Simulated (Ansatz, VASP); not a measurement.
# Cross-check of RbAsF6 between VASP and Ansatz

One calculation is typed for both programs; each brings its own data sets. How far apart do they land? The cell is taken from a series of runs on this material, whose earlier steps may have relaxed, scaled, displaced or heated it; both programs get it as it stands.

Program: Ansatz 0.2.0. Level of theory: plane waves, with VASP 6.6.1 beside it; G0W0 gap at LDA. Results are calculated unless marked as measured.

## Step 1: Starting point

Symmetry: R-3, No. 148, trigonal system. The conventional cell has a = 7.435 Å, b = 7.435 Å, c = 7.428 Å, α = 90.00°, β = 90.00°, γ = 120.00°. Rb has 12 F at 2.94 to 3.05 Å nearest. Nearest to As lie 6 F at 1.75 Å. Nearest to F lie 1 As at 1.75 Å and 2 Rb at 2.94 to 3.05 Å. Nearest to F lie 1 As at 1.75 Å and 2 Rb at 2.94 to 3.05 Å. Farther neighbours and most contacts between anions are not listed.

## Step 2: Ansatz: G0W0 gap, LDA

Ansatz runs on its default PAW (the set named soft_2) files.

Quasiparticle shifts depend on high empty states and on the cores, so they are the hardest test of two PAW sets.

input.yaml

```yaml
crystal:
  lattice:
    - [3.7174588025, 2.1462758403, 2.4758804286]
    - [-3.7174588025, 2.1462758403, 2.4758804286]
    - [0.0, -8.5851033612, 4.9517608572]
  atoms:
    - { symbol: Rb, position: [0.5, 0.5, 0.25] }
    - { symbol: As, position: [0.0, 0.0, 0.0] }
    - { symbol: F, position: [0.0774148, 0.71201214, 0.39980582] }
    - { symbol: F, position: [0.79961164, 0.0774148, 0.35600607] }
    - { symbol: F, position: [0.28798786, 0.20038836, 0.4612926] }
    - { symbol: F, position: [0.20038836, 0.9225852, 0.14399393] }
    - { symbol: F, position: [0.9225852, 0.28798786, 0.10019418] }
    - { symbol: F, position: [0.71201214, 0.79961164, 0.0387074] }
    - { symbol: Rb, position: [0.5, 0.5, 0.75] }
    - { symbol: As, position: [0.0, 0.0, 0.5] }
    - { symbol: F, position: [0.0774148, 0.71201214, 0.89980582] }
    - { symbol: F, position: [0.79961164, 0.0774148, 0.85600607] }
    - { symbol: F, position: [0.28798786, 0.20038836, 0.9612926] }
    - { symbol: F, position: [0.20038836, 0.9225852, 0.64399393] }
    - { symbol: F, position: [0.9225852, 0.28798786, 0.60019418] }
    - { symbol: F, position: [0.71201214, 0.79961164, 0.5387074] }
kpoints:
  mp_grid: { grid: [2, 2, 1] }
hamiltonian:
  xc: lda
scf:
  occupations: { method: fixed }
gw:
  n_empty_bands: 250
  ecut_chi: 60.0
  qp_bands: [v1, c1]
  qp_kpoints: band_edges
  screening: { model: contour_deformation }
```

Launch:

```
> ansatz run input.yaml --threads 16 --pin off --max-ram 36864MiB --backend cpu --events-out ev --progress --plain --runs-dir out
```

Numbers of over 12 decimals in the logs are rounded to 6 here.

Log:

```text
Engine: ansatz 0.2.0, aarch64-unknown-linux-gnu
Pseudopotentials: kind: paw
Pseudopotential: Rb, paw, valence charge 9, recommended cutoff 420 eV (normal), Rb.paw.azcp
Pseudopotential: As, paw, valence charge 15, recommended cutoff 420 eV (normal), As.paw.azcp
Pseudopotential: F, paw, valence charge 7, recommended cutoff 420 eV (normal), F.paw.azcp
Functional definition: SPW92
  exchange = slater_x
  correlation = pw_c
Crystal: 16 atoms, lattice volume = 237.051 Å³
Basis set: ecut = 420 eV, 4629 PW (Γ)
Bands: 82, of which v1, the nominal top of the filled ones, is band 66 counted from 1 (65 counted from 0)
Symmetry: 4 space group operations
Space group: R-3 (ITA 148), of the structure as read, at distance tolerance 6.2e-5 Å
k-points: 4
Non-local potential: Rb, projectors of the file, l = 0: 3, l = 1: 2, l = 2: 2
Non-local potential: As, projectors of the file, l = 0: 2, l = 1: 2, l = 2: 3, l = 3: 1
Non-local potential: F, projectors of the file, l = 0: 2, l = 1: 2, l = 2: 1
PAW form: soft (Blöchl's): semilocal exchange-correlation on the pseudo side does not see the compensation charge
PAW frozen core: Rb, regenerated for the run's functional, and the local potential with it (the file was generated under x = pbe(κ = 0.804, μ = 0.219515), c = pbe(β = 0.066725))
PAW frozen core: As, regenerated for the run's functional, and the local potential with it (the file was generated under x = pbe(κ = 0.804, μ = 0.219515), c = pbe(β = 0.066725))
PAW frozen core: F, regenerated for the run's functional, and the local potential with it (the file was generated under x = pbe(κ = 0.804, μ = 0.219515), c = pbe(β = 0.066725))
PAW one-centre angular grid: Rb, 110 points (default); XC on 64 Gauss nodes
PAW one-centre angular grid: As, 590 points (default); XC on 64 Gauss nodes
PAW one-centre angular grid: F, 110 points (default); XC on 64 Gauss nodes
Initial density: superposition of atomic densities (neutral atoms: chi_scale 0, normalization atom), corrected by the library's trained network
Initial wavefunctions: pseudopotential atomic-orbital guess
Functional: x = slater, c = lda
SCF iter   1: F=—  HF=-25419.716181 eV  |F-HF|=—  |Δ(HF+E_count)|=         —  Δρ=1.66e-2  dr2=4.54e-1  ethr=1.77e-3  ⟨swp⟩=4.2  Hψ=1161  notcnv=0  defer=56
preconditioner: auto → Resta (q_TF=auto, 2.475 Å⁻¹)  ε∞=3.0  [insulator: Δε(μ)=5.287 eV  Ē_g=18.029 eV  n_scr=48 (ndim 8)  ℏωp=25.5 eV  f_vac=0.182  ε∞_Penn≈3.0]
SCF iter   2: F=—  HF=-25419.580223 eV  |F-HF|=—  |Δ(HF+E_count)|=   1.36e-1  Δρ=3.68e-3  dr2=1.07e-2  ethr=3.44e-4  ⟨swp⟩=2.0  Hψ=533  notcnv=0  defer=56
SCF iter   3: F=—  HF=-25419.577233 eV  |F-HF|=—  |Δ(HF+E_count)|=   2.99e-3  Δρ=1.68e-3  dr2=3.93e-3  ethr=8.11e-6  ⟨swp⟩=2.0  Hψ=562  notcnv=0  defer=56
SCF iter   4: F=—  HF=-25419.576782 eV  |F-HF|=—  |Δ(HF+E_count)|=   4.51e-4  Δρ=7.08e-4  dr2=8.23e-4  ethr=2.98e-6  ⟨swp⟩=2.0  Hψ=562  notcnv=0  defer=55
SCF iter   5: F=—  HF=-25419.576368 eV  |F-HF|=—  |Δ(HF+E_count)|=   4.14e-4  Δρ=1.71e-4  dr2=5.96e-5  ethr=6.24e-7  ⟨swp⟩=3.0  Hψ=553  notcnv=0  defer=51
SCF iter   6: F=—  HF=-25419.576361 eV  |F-HF|=—  |Δ(HF+E_count)|=   6.11e-6  Δρ=1.84e-5  dr2=1.05e-6  ethr=4.51e-8  ⟨swp⟩=2.2  Hψ=470  notcnv=0  defer=39
SCF iter   7: F=—  HF=-25419.576362 eV  |F-HF|=—  |Δ(HF+E_count)|=   3.01e-7  Δρ=9.07e-6  dr2=1.20e-7  ethr=7.58e-11  ⟨swp⟩=12.2  Hψ=1610  notcnv=0
SCF iter   8: F=-25419.576362 eV  HF=-25419.576362 eV  |F-HF|=3.72e-9  |Δ(HF+E_count)|=   1.87e-8  Δρ=2.86e-6  dr2=1.26e-8  ethr=7.58e-11  ⟨swp⟩=3.0  Hψ=693  notcnv=0
SCF 1 converged in 8 iterations: F = -25419.576362 eV  dr2 = 1.26e-8
  greatest PAW one-centre occupation: 1.000 electrons in one spin orbital (limit 2), on the As atom at site 9 (counted from 0), in its partial waves of l = 2
NSCF: frozen V_eff on 4 k-points
G₀W₀ screening: q 1/4
[... further progress lines ...]
NSCF: frozen V_eff on 1 k-points
NSCF: frozen V_eff on 1 k-points
[...]
SCF converged after 8 iterations
Free energy (F): -25419.576362 eV
Harris-Foulkes:  -25419.576362 eV  (|F-HF|=3.72e-9)
Internal energy: -25419.576362 eV  (E = F + TS)
E sigma→0 (E₀):  -25419.576362 eV
Fermi energy:    0.461743 eV
--- Per-component energies (eV) ---
  E_band       = -1435.948989
  E_kinetic    = 3054.255583
  E_local      = -15027.841178  (includes V_loc(G=0)·N_el)
  E_nonlocal   = -49.394951
  E_hartree    = 6342.506287
  E_xc         = -1343.835679
  E_vxc        = -1634.127796  (∫ρ·V_xc dr)
  E_paw        = -10824.948567  (= ΣΔE_a)
  E_vpaw       = -463.876580  (= ΣTr[D̂ρ^β])
  E_aug_tail   = 0.024091  (compensation charges beyond the density's cutoff)
  E_ewald      = -7576.393947
  E_core_change = 6.051999  (= ΣΔE_core)
  E_smearing   = -0.000000  (= −TS)
  E_closure    = -0.000000  (closes the sum)
  Σ components = -25419.576362   (vs F -25419.576362, Δ=0.00e0)
--- Band table (eV) ---
  k-point 0: bands = [... 62 lower, 0.1876, 0.3304, 0.4193, 0.4617, 5.9108, 6.7084, 10.1304, 10.2692, ... 12 higher]
  k-point 1: bands = [... 62 lower, 0.3194, 0.3304, 0.3822, 0.4193, 6.7084, 6.7753, 10.1304, 11.0278, ... 12 higher]
  k-point 2: bands = [... 62 lower, 0.3194, 0.3304, 0.3822, 0.4193, 6.7084, 6.7753, 10.1304, 11.0278, ... 12 higher]
  k-point 3: bands = [... 62 lower, 0.3194, 0.3510, 0.3511, 0.3822, 6.7753, 6.8516, 11.3000, 11.3723, ... 12 higher]
--- G₀W₀: contour deformation, 5 samples at zero and on the imaginary axis and 0 off it, 4 q-points, 250 empty bands' worth ---
  eigenvalues of the whole cell's RPA ε∞ on this k-mesh (on a slab, of 1 + 4πα/V) = 2.0268, 2.0268, 2.0535; static W/v taken at q = 0 is 0.491337
  gw.qp_kpoints: band_edges: 4 of 4 stored k-points solved, in 1 pass; an edge of the gap read off the rows below is read off those points alone
    ik  band        ε_KS         Σx   Σc(E_QP)       V_xc       Z   E_QP_lin       E_QP  E_QP is
     0    66      0.4617   -32.6974     5.8004   -24.5887  0.8031    -1.9077    -1.8466  root
     0    67      5.9108   -14.7603    -2.7809   -20.3662  0.8650     8.7787     8.7357  root
     1    66      0.4193   -32.6762     5.7939   -24.5724  0.8030    -1.9521    -1.8906  root
     1    67      6.7084   -17.9214    -2.7500   -23.9696  0.8525    10.0729    10.0065  root
     2    66      0.4193   -32.6762     5.7939   -24.5724  0.8030    -1.9521    -1.8907  root
     2    67      6.7084   -17.9214    -2.7500   -23.9696  0.8525    10.0729    10.0065  root
     3    66      0.3822   -32.6434     5.7696   -24.5734  0.8033    -1.9787    -1.9181  root
     3    67      6.7753   -17.9564    -2.7583   -24.0591  0.8519    10.1885    10.1197  root
```

(Continued in part 2 of 2.)

[Lines on the potential files, build, host, timing and source positions are cut from VASP's logs without a mark.]

[Logs are printed without paths, hosts, clocks, repeated set-up lines and the standing remarks that a program may print on its own settings, such as how far it seeks lower states.]

[Hosts, paths, dates, database ids (printed as entryN), source tags and the programs' standing remarks are cut or masked in the printed files.]
